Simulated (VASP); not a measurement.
Input of a VASP 6.6.1 run:

The input INCAR:

```
PREC = Accurate
ENCUT = 520
EDIFF = 1E-6
ISMEAR = 0
SIGMA = 0.05
LREAL = False
LASPH = True
NELM = 120
ALGO = Normal
ISIF = 2
LWAVE = False
LCHARG = False
ISPIN = 2
MAGMOM = 6 0
LORBIT = 11
NUPDOWN = 1
LMAXMIX = 6
METAGGA = R2SCAN
LMIXTAU = True
```

KPOINTS

```
regular mesh
0
Gamma
  7 7 7
```

POSCAR

```
TbO
1.0
    2.7838380500      0.0000000000      0.0000000000
    0.0000000000      2.7838380500      0.0000000000
    0.0000000000      0.0000000000      2.7838380500
Tb O
1 1
Direct
    0.0000000000      0.0000000000      0.0000000000
    0.5000000000      0.5000000000      0.5000000000
```

Potentials or basis: VASP PAW PBE potentials, release 64 (Tb, O).

The run is started by

```bash
$ cat potpaw_PBE.64/Tb/POTCAR potpaw_PBE.64/O/POTCAR > POTCAR
$ mpirun -np 1 vasp_std > vasp.out
```

Problem. Predict the pressure.

Solution. 44.4 GPa.

Caveat: the magnetic or orbital state may not be the lowest; the moment is held away from its start; a pressure of tens of GPa on the cell as given is suspect, and the run, the potentials or the cell itself is likely at fault; the PAW data sets were made with another functional, which shifts forces and pressure a little; the total moment is fixed, so each spin has its own Fermi level. The state reached can hang on the start; a lower one may exist.
